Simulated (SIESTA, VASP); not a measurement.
An input for SIESTA (GGA PBEsol, numerical atomic orbitals DZP, PseudoDojo PBEsol standard norm-conserving potentials (rewritten from UPF to PSML)):

```
# files in the folder: Sc.psml Zn.psml (PseudoDojo PBEsol standard)
SystemName  ScZn3
SystemLabel ScZn3

NumberOfAtoms                8
NumberOfSpecies              2
%block ChemicalSpeciesLabel
  1 21 Sc
  2 30 Zn
%endblock ChemicalSpeciesLabel
LatticeConstant              1.0 Ang
%block LatticeVectors
     5.806845000    0.000000000    0.000000000
    -2.903422000    5.028875000    0.000000000
     0.000000000    0.000000000    4.289779000
%endblock LatticeVectors
AtomicCoordinatesFormat      ScaledCartesian
%block AtomicCoordinatesAndAtomicSpecies
    -0.000002570    3.352585010    3.217334250  1
     2.903425570    1.676289990    1.072444750  1
     2.903422843    3.446438904    3.217334250  2
     0.000000157    1.582436096    1.072444750  2
    -1.532992142    4.237656952    1.072444750  2
     4.436415142    0.791218048    3.217334250  2
     1.370430016    0.791218048    3.217334250  2
     1.532992984    4.237656952    1.072444750  2
%endblock AtomicCoordinatesAndAtomicSpecies

XC.functional                GGA
XC.authors                   PBEsol
PAO.BasisSize                DZP
PAO.EnergyShift              0.01 Ry
MeshCutoff                   400 Ry
%block kgrid.MonkhorstPack
    5   0   0  0.0
    0   5   0  0.0
    0   0   5  0.0
%endblock kgrid.MonkhorstPack
OccupationFunction           FD
ElectronicTemperature        580.23 K

MaxSCFIterations             150
SCF.Mixer.Method             Broyden
SCF.Mixer.Weight             0.1
SCF.Mixer.History            6
SCF.DM.Tolerance             1.0E-04
Diag.ParallelOverK           true
WriteForces                  true
Charge.Mulliken              end
```

**Question.** Translate it to VASP.

**Answer.** One set of files that does it:

**KPOINTS**
```
K-points
0
G
 5 5 5
```

POSCAR:
```
ScZn3
1
    5.8068450000     0.0000000000     0.0000000000
   -2.9034220000     5.0288750000     0.0000000000
    0.0000000000     0.0000000000     4.2897790000
Sc Zn
2 6
Direct
  0.3333330000   0.6666670000   0.7500000000
  0.6666670000   0.3333330000   0.2500000000
  0.8426650000   0.6853300000   0.7500000000
  0.1573350000   0.3146700000   0.2500000000
  0.1573350000   0.8426650000   0.2500000000
  0.8426650000   0.1573350000   0.7500000000
  0.3146700000   0.1573350000   0.7500000000
  0.6853300000   0.8426650000   0.2500000000
```

INCAR:
```
ALGO = Normal
EDIFF = 1E-6
ENCUT = 300
GGA = PS
ISIF = 2
ISMEAR = -1
LASPH = T
LCHARG = F
LMAXMIX = 4
LREAL = F
LWAVE = F
NELM = 100
PREC = Accurate
SIGMA = 0.05
SYSTEM = ScZn3
```

POTCAR, in this order: Sc_sv Zn (PBE.64 set). Program: vasp_std.

The two runs describe the same crystal, functional and task. Each code takes its own potentials, basis and convergence tests.

The structure comes from a computed database's ScZn3 entry (P6_3/mmc); how it stands against other phases isn't given here. The cell was not relaxed at this level, and it may have been scaled.
